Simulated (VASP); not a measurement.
# SiMo (relaxed from the rocksalt structure, space group Fm-3m): computed properties

The numbers are results of LDA (Ceperley-Alder, Perdew-Zunger), VASP's LDA PAW potentials (set 64) (plane waves; VASP), not measurements.

| Property | Value |
|---|---|
| space group | Fm-3m (225) |
| cell | a = b = c = 4.9292 Å, α = β = γ = 90.00° |
| volume per atom | 14.97 Å³/atom |
| band gap (over mesh and band path) | none (metal, semimetal or under 0.01 eV) |
| density | 6.88 g/cm³ |

```
MoSi
1.0
    0.00000     2.46461     2.46461
    2.46461     0.00000     2.46461
    2.46461     2.46461     0.00000
Si Mo
1 1
Direct
  0.00000   0.00000   0.00000
  0.50000   0.50000   0.50000
```

The structure was generated: SiMo was put into the rocksalt type (Fm-3m), which need not be its known phase. It was relaxed first, which changed the volume by -25 %. Symmetry was kept, so distortions that lower it aren't found.
